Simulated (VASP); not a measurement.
These are PBE GGA, VASP's PBE PAW potentials (set 64) (plane waves; VASP) values and carry that method's errors.

A VASP calculation is set up with these files.

### POSCAR
```
TiB2
6.456310
  0.2347327330  -0.4065690238   0.0000000000
  0.2347327330   0.4065690238   0.0000000000
  0.0000000000   0.0000000000   0.5000000383
Ti B
1 2
Cart
  0.0000000000   0.0000000000   0.0000000000
  0.2347327330   0.1355232790   0.2500000191
  0.2347327330  -0.1355232790   0.2500000191
```

File KPOINTS:
```
K-points
0
gamma
  13 13 11
```

INCAR:
```
! general
SYSTEM  = TiB2
PREC    = Accurate
ENCUT   = 520
LREAL   = F
LASPH   = T

! electronic loop
EDIFF   = 1E-7
NELM    = 100
ALGO    = Normal
LMAXMIX = 4

! smearing
ISMEAR  = -5

! functional
GGA     = PE

! ions
ISIF    = 2

! output
LWAVE   = F
LCHARG  = T
LORBIT  = 11
NEDOS   = 601

! other
LEFG    = T
```

POTCAR, in this order: Ti_sv B (PBE.64 set). Program: vasp_std.

Problem. What does the run give for the energy per atom (σ→0), band gap (on the k-mesh)?

Solution. 
- energy per atom (σ→0) = -8.143 eV/atom
- band gap (on the k-mesh) = none (metal, semimetal or under 0.01 eV)

OSZICAR:
```
...
DAV:  10    -0.244281591431E+02    0.85562E-03   -0.52168E-03  4111   0.100E+00    0.677E-02
DAV:  11    -0.244281512421E+02    0.79010E-05   -0.32313E-04  4684   0.231E-01    0.538E-02
DAV:  12    -0.244281546363E+02   -0.33942E-05   -0.13760E-04  4198   0.161E-01    0.100E-02
DAV:  13    -0.244281478401E+02    0.67961E-05   -0.10007E-05  3997   0.412E-02    0.216E-03
DAV:  14    -0.244281488815E+02   -0.10414E-05   -0.31115E-07  3744   0.630E-03    0.638E-04
DAV:  15    -0.244281493132E+02   -0.43164E-06   -0.47341E-08  1818   0.250E-03    0.253E-04
DAV:  16    -0.244281493657E+02   -0.52576E-07   -0.15843E-08  1733   0.114E-03
   1 F= -.24428149E+02 E0= -.24428149E+02  d E =0.000000E+00
```

The compound is TiB2 in the AlB2 type structure. It was relaxed first.
